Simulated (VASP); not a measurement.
Output of a VASP run:

OUTCAR:
```
 ion  position               nearest neighbor table
   1  0.000  0.000  0.000-   3 2.51   4 2.51   4 2.51   3 2.51   4 2.51   3 2.51   2 2.59   2 2.59
  LATTYP: Found a hexagonal cell.
 ALAT       =     3.7205760000
 C/A-ratio  =     1.3937554293
 Subroutine PRICEL returns:
 Original cell was already a primitive cell.
 Subroutine GETGRP returns: Found 24 space group operations
The static configuration has the point symmetry D_3d.
 The point group associated with its full space group is D_6h.
The dynamic configuration has the point symmetry D_3d.
 Subroutine INISYM returns: Found 24 space group operations
 Subroutine IBZKPT returns following result:
 Found     15 irreducible k-points:

 Following reciprocal coordinates:
            Coordinates               Weight
  0.000000  0.000000  0.000000      1.000000
  0.200000  0.000000  0.000000      6.000000
  0.400000 -0.000000  0.000000      6.000000
  0.200000  0.200000  0.000000      6.000000
  0.400000  0.200000  0.000000      6.000000
  0.000000  0.000000  0.250000      2.000000
  0.200000  0.000000  0.250000     12.000000
  0.400000 -0.000000  0.250000     12.000000
  0.200000  0.200000  0.250000     12.000000
  0.400000  0.200000  0.250000     12.000000
  0.000000  0.000000  0.500000      1.000000
  0.200000  0.000000  0.500000      6.000000
  0.400000 -0.000000  0.500000      6.000000
  0.200000  0.200000  0.500000      6.000000
  0.400000  0.200000  0.500000      6.000000
   k-points           NKPTS =     15   k-points in BZ     NKDIM =     15   number of bands    NBANDS=     23
   number of dos      NEDOS =    301   number of ions     NIONS =      4
   total plane-waves  NPLWV =  31360
   dimension x,y,z NGX =    28 NGY =   28 NGZ =   40
   dimension x,y,z NGXF=    56 NGYF=   56 NGZF=   80
   ions per type =               2   2
   PREC   = accura    normal or accurate (medium, high low for compatibility)
   ISTART =      0    job   : 0-new  1-cont  2-samecut
   ICHARG =      2    charge: 1-file 2-atom 10-const
   ISPIN  =      1    spin polarized calculation?
   LNONCOLLINEAR =      F non collinear calculations
   LSORBIT =      F    spin-orbit coupling
   INIWAV =      1    electr: 0-lowe 1-rand  2-diag
   ENCUT  =  520.0 eV  38.22 Ry    6.18 a.u.   6.92  6.92  9.64*2*pi/ulx,y,z
   NELM   =    100;   NELMIN=  2; NELMDL= -5     # of ELM steps
   EDIFF  = 0.1E-05   stopping-criterion for ELM
   LREAL  =      F    real-space projection
   NLSPLINE    = F    spline interpolate recip. space projectors
   LMAXMIX     =    4 max onsite mixed and CHGCAR
   VOSKOWN=      0    Vosko Wilk Nusair interpolation
   EDIFFG = 0.1E-04   stopping-criterion for IOM
   NSW    =      0    number of steps for IOM
   NBLOCK =      1;   KBLOCK =      1    inner block; outer block
   IBRION =     -1    ionic relax: 0-MD 1-quasi-New 2-CG
   NFREE  =      0    steps in history (QN), initial steepest desc. (CG)
   ISIF   =      2    stress and relaxation
   ISYM   =      2    0-nonsym 1-usesym 2-fastsym
   TEIN   =    0.0    initial temperature
   TEBEG  =    0.0;   TEEND  =   0.0 temperature during run
   SMASS  =  -3.00    Nose mass-parameter (am)
   PSTRESS=    0.0 pullay stress
   NELECT =      38.0000    total number of electrons
   EFERMI =   0.00;   METHOD = LEGACY
   ISMEAR =     0;   SIGMA  =   0.05  broadening in eV -4-tet -1-fermi 0-gaus
   IALGO  =     38    algorithm
   LDIAG  =      T    sub-space diagonalisation (order eigenvalues)
   IMIX   =      4    mixing-type and parameters
     AMIX     =   0.40;   BMIX     =  1.00
     AMIX_MAG =   1.60;   BMIX_MAG =  1.00
     AMIN     =   0.10
   GGA     = PE    functional components
   VOSKOWN =     0    Vosko Wilk Nusair interpolation
   LHFCALC =     F    Hartree Fock is set to
   LHFONE  =     F    Hartree Fock one center treatment
   AEXX    =    0.0000 exact exchange contribution
   IVDW    =     0    specifies the selected vdW correction
   LEPSILON=     F    determine dielectric tensor
   LRPA    =     F    only Hartree local field effects (RPA)
...
```

OSZICAR:
```
       N       E                     dE             d eps       ncg     rms          rms(c)
DAV:   1     0.335604445907E+03    0.33560E+03   -0.22918E+04   778   0.166E+03
DAV:   2    -0.133606005141E+02   -0.34897E+03   -0.34347E+03   795   0.453E+02
DAV:   3    -0.270087343370E+02   -0.13648E+02   -0.13155E+02   929   0.841E+01
DAV:   4    -0.273908945499E+02   -0.38216E+00   -0.35428E+00   841   0.111E+01
DAV:   5    -0.274010693382E+02   -0.10175E-01   -0.10157E-01   900   0.172E+00    0.158E+01
DAV:   6    -0.330573024279E+02   -0.56562E+01   -0.74978E+01   844   0.555E+01    0.236E+01
DAV:   7    -0.250125588736E+02    0.80447E+01   -0.20160E+01   880   0.324E+01    0.484E+00
DAV:   8    -0.248360554872E+02    0.17650E+00   -0.25408E+00   922   0.787E+00    0.232E+00
DAV:   9    -0.248283557655E+02    0.76997E-02   -0.12639E-01   789   0.265E+00    0.757E-01
DAV:  10    -0.248214984869E+02    0.68573E-02   -0.34450E-02   864   0.879E-01    0.180E-01
DAV:  11    -0.248216582162E+02   -0.15973E-03   -0.81225E-04   838   0.200E-01    0.500E-02
DAV:  12    -0.248216641386E+02   -0.59223E-05   -0.93367E-05   834   0.665E-02    0.152E-02
DAV:  13    -0.248216689002E+02   -0.47617E-05   -0.10633E-05   874   0.213E-02    0.397E-03
DAV:  14    -0.248216693737E+02   -0.47343E-06   -0.16915E-06   531   0.727E-03
   1 F= -.24821669E+02 E0= -.24819846E+02  d E =-.364660E-02
```

File OUTCAR:
```
------------------------ aborting loop because EDIFF is reached ----------------------------------------
  FORCE on cell =-STRESS in cart. coord.  units (eV):
  Direction    XX          YY          ZZ          XY          YZ          ZX
  --------------------------------------------------------------------------------------
  Total      -17.8414690    -17.8414764     -8.0255008     -0.0000000      0.0000000      0.0000000
  in kB     -459.8258231   -459.8260136   -206.8401713     -0.0000000      0.0000000      0.0000000
  external PRESSURE =    -375.4973360 kB  Pullay stress =       0.0000000 kB
  volume of cell :       62.17
      direct lattice vectors                 reciprocal lattice vectors
     3.720576000  0.000000000  0.000000000     0.268775587  0.155177626  0.000000000
    -1.860288000  3.222114000  0.000000000     0.000000000  0.310355251  0.000000000
     0.000000000  0.000000000  5.185573000     0.000000000  0.000000000  0.192842720
 POSITION                                       TOTAL-FORCE (eV/Angst)
 -----------------------------------------------------------------------------------
      0.00000      0.00000      0.00000         0.000000      0.000000     -0.000000
      0.00000      0.00000      2.59279         0.000000      0.000000     -0.000000
     -0.00000      2.14808      1.29639        -0.000000      0.000000     -0.000000
      1.86029      1.07404      3.88918         0.000000     -0.000000      0.000000
 -----------------------------------------------------------------------------------
    total drift:                               -0.000000      0.000000      0.000000
  FREE ENERGIE OF THE ION-ELECTRON SYSTEM (eV)
  ---------------------------------------------------
  free  energy   TOTEN  =       -24.8216693737 eV

  energy  without entropy=      -24.8180227774  energy(sigma->0) =      -24.81984608
```
(Selected blocks of OUTCAR.)

**POSCAR**
```
RhC
1
    3.7205760000     0.0000000000     0.0000000000
   -1.8602880000     3.2221140000     0.0000000000
    0.0000000000     0.0000000000     5.1855730000
Rh C
2 2
Direct
  0.0000000000   0.0000000000   0.0000000000
  0.0000000000   0.0000000000   0.5000000000
  0.3333330000   0.6666670000   0.2500000000
  0.6666670000   0.3333330000   0.7500000000
```

Reconstruct the remaining input files.

One answer among several that fit: the input of the run itself, PBE GGA, plane waves, VASP's PBE PAW potentials (set 64).

**INCAR**
```
SYSTEM = RhC
PREC = Accurate
ENCUT = 520
EDIFF = 1E-6
NELM = 100
ALGO = Normal
LREAL = .FALSE.
LASPH = .TRUE.
ISMEAR = 0
SIGMA = 0.05
GGA = PE
LMAXMIX = 4
LWAVE = .FALSE.
LCHARG = .FALSE.
ISIF = 2
```

KPOINTS:
```
Automatic mesh
0
Gamma
5 5 4
0 0 0
```

POTCAR, in this order: Rh_pv C (PBE.64 set). Program: vasp_std.

The structure was generated: RhC was put into the NiAs type (P6_3/mmc), which need not be its known phase. The cell was not relaxed at this level. The k-mesh is coarse (spacing up to 0.39 per Å, 2π included), so the numbers may not be converged in it.
